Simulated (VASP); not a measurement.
# Be4TeSe3 (I-42m) in VASP: density of states with PBE

Aim: the density of states of Be4TeSe3 with PBE.

Program: VASP 6.6.1. These are calculated values, not measurements. Logs are shortened: lines on timing, memory, paths and dates and some standing lists are left out, and cuts for length are marked.

**1. The crystal as given**

Symmetry: I-42m, No. 121, tetragonal system. Conventional cell: a = 5.308 Å, b = 5.308 Å, c = 10.603 Å, α = 90.00°, β = 90.00°, γ = 90.00°. Be (site symmetry m) has 3 Se at 2.25 to 2.27 Å and 1 Te at 2.41 Å as nearest neighbours. Te (site symmetry -42m) has 4 Be at 2.41 Å as nearest neighbours. Around Se (site symmetry -4) lie 4 Be at 2.27 Å. Se (site symmetry -42m) has 4 Be at 2.25 Å as nearest neighbours.

The cell was built by a generator and needn't be a form met in nature.

**2. Density of states, PBE**

Input file POSCAR:

```
Be4TeSe3                                
1.0
   -2.6541407424      2.6541407424      5.3014063112
    2.6541407424     -2.6541407424      5.3014063112
    2.6541407424      2.6541407424     -5.3014063112
  Be              Te              Se            
     4     1     3
Direct
     0.8666412803926249    0.3933654816308202    0.0000000000000000
     0.3933654816308202    0.8666412803926249    1.0000000000000000
     0.1333587196073751    0.1333587196073751    0.5267242012382024
     0.6066345183691798    0.6066345183691798    0.4732757987617976
     1.0000000000000000    1.0000000000000000    0.0000000000000000
     0.2500000000000000    0.7500000000000000    0.5000000000000000
     0.7500000000000000    0.2500000000000000    0.5000000000000000
     0.5000000000000000    0.5000000000000000    1.0000000000000000
```

Input file INCAR.step1:

```
SYSTEM = Be4TeSe3
ALGO = Normal
EDIFF = 1E-6
ENCUT = 520
GGA = PE
ISIF = 2
ISMEAR = 0
KPAR = 4
LASPH = .TRUE.
LCHARG = .TRUE.
LREAL = .FALSE.
LWAVE = .FALSE.
NELM = 100
PREC = Accurate
SIGMA = 0.03
```

Input file KPOINTS.step1:

```
k-points
0
G
  6 6 6
  0 0 0
```

Input file INCAR.step2:

```
SYSTEM = Be4TeSe3
ALGO = Normal
EDIFF = 1E-6
ENCUT = 520
GGA = PE
ICHARG = 11
ISIF = 2
ISMEAR = -5
KPAR = 4
LASPH = .TRUE.
LCHARG = .FALSE.
LORBIT = 11
LREAL = .FALSE.
LWAVE = .FALSE.
NEDOS = 1001
NELM = 100
PREC = Accurate
SIGMA = 0.03
```

Input file KPOINTS.step2:

```
k-points
0
G
  9 9 9
  0 0 0
```

Potentials or basis: VASP PAW PBE potentials, release 64 (Be, Te, Se).

Started as:

```bash
$ cat potpaw_PBE.64/Be/POTCAR potpaw_PBE.64/Te/POTCAR potpaw_PBE.64/Se/POTCAR > POTCAR
$ cp INCAR.step1 INCAR
$ cp KPOINTS.step1 KPOINTS
$ mpirun -np 4 vasp_std > vasp.out
$ cp INCAR.step2 INCAR
$ cp KPOINTS.step2 KPOINTS
$ mpirun -np 4 vasp_std > vasp.out
```

OUTCAR:

```text
SYSTEM = Be4TeSe3
   EDIFF = 1E-6
   ENCUT = 520
   GGA = PE
   ICHARG = 11
   ISIF = 2
   ISMEAR = -5
   LASPH = .TRUE.
   LORBIT = 11
   LREAL = .FALSE.
   NELM = 100
   PREC = Accurate

 ion  position               nearest neighbor table
   1  0.867  0.393  0.000-   8 2.25   6 2.27   7 2.27   5 2.41
   2  0.393  0.867  0.000-   8 2.25   7 2.27   6 2.27   5 2.41
   3  0.133  0.133  0.527-   8 2.25   7 2.27   6 2.27   5 2.41
   4  0.607  0.607  0.473-   8 2.25   7 2.27   6 2.27   5 2.41
   5  0.000  0.000  0.000-   1 2.41   2 2.41   4 2.41   3 2.41
   6  0.250  0.750  0.500-   3 2.27   2 2.27   1 2.27   4 2.27
   7  0.750  0.250  0.500-   3 2.27   1 2.27   2 2.27   4 2.27
   8  0.500  0.500  0.000-   4 2.25   2 2.25   1 2.25   3 2.25

  LATTYP: Found a body centered tetragonal cell.
 ALAT       =     5.3082814848
 C/A-ratio  =     1.9974096424

  Lattice vectors:

 A1 = (  -2.6541407424,   2.6541407424,   5.3014063112)
 A2 = (   2.6541407424,  -2.6541407424,   5.3014063112)
 A3 = (   2.6541407424,   2.6541407424,  -5.3014063112)

Analysis of symmetry for initial positions (statically):
=====================================================================
 Subroutine PRICEL returns:
 Original cell was already a primitive cell.

 Routine SETGRP: Setting up the symmetry group for a
 body centered tetragonal supercell.

 Subroutine GETGRP returns: Found  8 space group operations
 (whereof  8 operations were pure point group operations)
 out of a pool of 16 trial point group operations.

The static configuration has the point symmetry D_2d.

Analysis of symmetry for dynamics (positions and initial velocities):
=====================================================================
 Subroutine PRICEL returns:
 Original cell was already a primitive cell.

 Routine SETGRP: Setting up the symmetry group for a
 body centered tetragonal supercell.

 Subroutine GETGRP returns: Found  8 space group operations
 (whereof  8 operations were pure point group operations)
 out of a pool of 16 trial point group operations.

The dynamic configuration has the point symmetry D_2d.

 Subroutine INISYM returns: Found  8 space group operations
 (whereof  8 operations are pure point group operations),
 and found     1 'primitive' translations

----------------------------------------------------------------------------------------

[... 118 lines left out ...]
   NUPDOWN=      -1.0000    fix difference up-down
   EMIN   =  10.00;   EMAX   =-10.00  energy-range for DOS
   EFERMI =   0.00;   METHOD = LEGACY
   ISMEAR =    -5;   SIGMA  =   0.03  broadening in eV -4-tet -1-fermi 0-gaus
   EFERMI_NEDOS =   21; number of points for ismear=-14 and -15
   IALGO  =     38    algorithm
   IMIX   =      4    mixing-type and parameters
     AMIX     =   0.40;   BMIX     =  1.00
     AMIX_MAG =   1.60;   BMIX_MAG =  1.00
  volume/ion in A,a.u.               =      18.67       126.01
  Fermi-wavevector in a.u.,A,eV,Ry     =   0.979547  1.851075 13.054951  0.959512
  Thomas-Fermi vector in A             =   2.110408
   LORBIT       =     11    0 simple, 1 ext, 2 COOP (PROOUT), +10 PAW based schemes
   GGA     = PE    functional components
   LHFCALC =     F    Hartree Fock is set to
   AEXX    =    0.0000 exact exchange contribution
   IVDW    =     0    specifies the selected vdW correction
   LEPSILON=     F    determine dielectric tensor
   LRPA    =     F    only Hartree local field effects (RPA)
 non-spin polarized calculation
 Fermi weights with tetrahedron method with Bloechl corrections
  energy-cutoff  :      520.00
  volume of cell :      149.38
 maximum number of plane-waves:      4052

 number of electron      32.0000002 magnetization

 Free energy of the ion-electron system (eV)
  ---------------------------------------------------
  ext. energy  EPLUGINS =         0.00000000
  ---------------------------------------------------
  free energy    TOTEN  =       -34.00451080 eV

  energy without entropy =      -34.00451080  energy(sigma->0) =      -34.00451080

 E-fermi :   3.7506     XC(G=0):  -9.2548

 val. band max:        3.7405576640   @ k =   0.0000   0.0000   0.0000
 cond. band min:       6.0669518347   @ k =   0.0000   0.0000   0.0000
 fundamental gap:      2.3263941707
 Fermi energy:         3.7505528978

 k-point     1 :       0.0000    0.0000    0.0000
  band No.  band energies     occupation
      1      -9.8024      2.00000
      2      -8.4726      2.00000
      3      -8.4222      2.00000
      4      -6.4180      2.00000
      5      -1.3106      2.00000
      6      -0.7069      2.00000
[... 565 lines left out ...]
     20       8.7875      0.00000
     21       9.2096      0.00000

 [... further k-points ...]
[... 5 lines left out ...]
  --------------------------------------------------------------------------------------
  -------------------------------------------------------------------------------------
  Total       -0.0024230     -0.0024230     -0.0107433      0.0000000     -0.0000000      0.0000000
  in kB       -0.0259878     -0.0259878     -0.1152256      0.0000000     -0.0000000      0.0000000
  external PRESSURE =      -0.0557337 kB  Pullay stress =       0.0000000 kB

 VOLUME and BASIS-vectors are now :
 -----------------------------------------------------------------------------
  energy-cutoff  :      520.00
  volume of cell :      149.38
      direct lattice vectors                 reciprocal lattice vectors
    -2.654140742  2.654140742  5.301406311     0.000000000  0.188384886  0.094314597
     2.654140742 -2.654140742  5.301406311     0.188384886  0.000000000  0.094314597
     2.654140742  2.654140742 -5.301406311     0.188384886  0.188384886  0.000000000

 POSITION                                       TOTAL-FORCE (eV/Angst)
 -----------------------------------------------------------------------------------
     -1.25614      1.25614      6.67981        -0.001579      0.001579     -0.003157
      1.25614     -1.25614      6.67981         0.001579     -0.001579     -0.003157
      1.39800      1.39800     -1.37840        -0.001579     -0.001579      0.003157
      1.25614      1.25614      3.92300         0.001579      0.001579      0.003157
      0.00000      0.00000      0.00000         0.000000     -0.000000     -0.000000
      2.65414      0.00000      2.65070         0.000000     -0.000000     -0.000000
      0.00000      2.65414      2.65070         0.000000     -0.000000     -0.000000
      0.00000      0.00000      5.30141        -0.000000     -0.000000     -0.000000
 -----------------------------------------------------------------------------------
    total drift:                               -0.000003     -0.000003     -0.000003

  FREE ENERGIE OF THE ION-ELECTRON SYSTEM (eV)
  ---------------------------------------------------
  free  energy   TOTEN  =       -34.0045107990 eV

  energy  without entropy=      -34.0045107990  energy(sigma->0) =      -34.00451080

 total charge

# of ion       s       p       d       tot
------------------------------------------
    1        0.372   0.575   0.000   0.946
    2        0.372   0.575   0.000   0.946
    3        0.372   0.575   0.000   0.946
    4        0.372   0.575   0.000   0.946
    5        1.332   2.184   0.032   3.548
    6        1.425   2.484   0.030   3.939
    7        1.425   2.484   0.030   3.939
    8        1.424   2.500   0.031   3.955
--------------------------------------------------
tot          7.092  11.951   0.123  19.166
```

OUTCAR.step1:

```text
SYSTEM = Be4TeSe3
   EDIFF = 1E-6
   ENCUT = 520
   GGA = PE
   ISIF = 2
   ISMEAR = 0
   LASPH = .TRUE.
   LREAL = .FALSE.
[... 821 lines left out ...]
      2.65414      0.00000      2.65070         0.000000     -0.000000      0.000000
      0.00000      2.65414      2.65070         0.000000     -0.000000      0.000000
      0.00000      0.00000      5.30141         0.000000     -0.000000      0.000000
 -----------------------------------------------------------------------------------
    total drift:                               -0.000003     -0.000003     -0.000003

  FREE ENERGIE OF THE ION-ELECTRON SYSTEM (eV)
  ---------------------------------------------------
  free  energy   TOTEN  =       -34.0085724278 eV

  energy  without entropy=      -34.0085724278  energy(sigma->0) =      -34.00857243
```

It took 50 s on 4 MPI ranks of AMD EPYC 9R45 (Zen 5), shared host; peak memory 0.43 GiB.

What came out:

| Quantity | Value |
| --- | --- |
| Valence electrons inside the program's atomic spheres | Be 0.95; Te 3.55; Se 3.94, 3.96 |

States per cell in windows of 1 eV (zero at the valence-band top; states under -8 eV left out):
| from (eV) | total | Se6_p | Se7_p | Se8_p | Te5_p | Be1_p | Be2_p |
| --- | --- | --- | --- | --- | --- | --- | --- |
| -8.0 | 0.00 | 0.00 | 0.00 | 0.00 | 0.00 | 0.00 | 0.00 |
| -7.0 | 0.00 | 0.00 | 0.00 | 0.00 | 0.00 | 0.00 | 0.00 |
| -6.0 | 1.11 | 0.10 | 0.10 | 0.10 | 0.06 | 0.01 | 0.01 |
| -5.0 | 5.24 | 0.46 | 0.46 | 0.49 | 0.30 | 0.04 | 0.04 |
| -4.0 | 3.87 | 0.43 | 0.43 | 0.41 | 0.18 | 0.08 | 0.08 |
| -3.0 | 6.08 | 0.72 | 0.72 | 0.79 | 0.32 | 0.17 | 0.17 |
| -2.0 | 4.96 | 0.53 | 0.53 | 0.42 | 0.75 | 0.14 | 0.14 |
| -1.0 | 2.80 | 0.25 | 0.25 | 0.29 | 0.58 | 0.08 | 0.08 |
| 0.0 | 0.00 | 0.00 | 0.00 | 0.00 | 0.00 | 0.00 | 0.00 |
| 1.0 | 0.00 | 0.00 | 0.00 | 0.00 | 0.00 | 0.00 | 0.00 |
| 2.0 | 0.31 | 0.00 | 0.00 | 0.00 | 0.00 | 0.01 | 0.01 |
| 3.0 | 2.57 | 0.02 | 0.02 | 0.01 | 0.02 | 0.10 | 0.10 |
| 4.0 | 5.13 | 0.06 | 0.06 | 0.05 | 0.05 | 0.21 | 0.21 |
| 5.0 | 2.02 | 0.05 | 0.05 | 0.04 | 0.04 | 0.09 | 0.09 |
